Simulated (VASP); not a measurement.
An input for Quantum ESPRESSO's pw.x (written as the equivalent of a VASP run, and not itself run):

```
&CONTROL
  calculation = 'scf'
  pseudo_dir = './pseudo'
  outdir = './out'
  tprnfor = .true.
  tstress = .true.
/
&SYSTEM
  ibrav = 0
  nat = 2
  ntyp = 2
  ecutwfc = 102
  occupations = 'smearing'
  smearing = 'gaussian'
  degauss = 0.003675
  input_dft = 'pbe'
/
&ELECTRONS
  conv_thr = 7.3e-08
  electron_maxstep = 100
/
ATOMIC_SPECIES
  Cd 112.414 Cd.upf
  Se 78.971 Se.upf
CELL_PARAMETERS angstrom
     0.0000000    3.0855000    3.0855000
     3.0855000    0.0000000    3.0855000
     3.0855000    3.0855000    0.0000000
ATOMIC_POSITIONS crystal
  Cd   0.0000000  0.0000000  0.0000000
  Se   0.2500000  0.2500000  0.2500000
K_POINTS automatic
  7 7 7 0 0 0
```

Q: Write the VASP files for the same calculation (PBE).

A: This is not unique; one that fits is 
INCAR:
```
ALGO  =  Normal
AMIX  =  0.1
BMIX  =  1.0
EDIFF  =  1E-6
ENCUT  =  400
GGA  =  PE
IMIX  =  1
ISIF  =  2
ISMEAR  =  0
LASPH  =  .True.
LCHARG  =  .False.
LMAXMIX  =  4
LREAL  =  .False.
LWAVE  =  .False.
NELM  =  100
PREC  =  Accurate
SIGMA  =  0.05
SYSTEM  =  CdSe
```

POSCAR:
```
CdSe
1
    0.0000000000     3.0855000000     3.0855000000
    3.0855000000     0.0000000000     3.0855000000
    3.0855000000     3.0855000000     0.0000000000
Cd Se
1 1
Direct
  0.0000000000   0.0000000000   0.0000000000
  0.2500000000   0.2500000000   0.2500000000
```

File KPOINTS:
```
Automatic mesh
0
Gamma
7 7 7
0 0 0
```

POTCAR, in this order: Cd Se (PBE.64 set). Program: vasp_std.

The two are equivalent in intent, not identical: the potentials are each code's own (VASP's PAW set, PseudoDojo norm-conserving files in pw.x), so ENCUT and ecutwfc are chosen apart and not converted; conv_thr bounds pw.x's estimated SCF error, while EDIFF bounds the energy change between steps.

The compound is CdSe in the zinc blende structure, whereas wurtzite is the usual form. The cell was not relaxed at this level. The run is one of a series of settings (AMIX = 0.1, BMIX = 1.0, IMIX = 1 against the base run), some of them coarse on purpose.
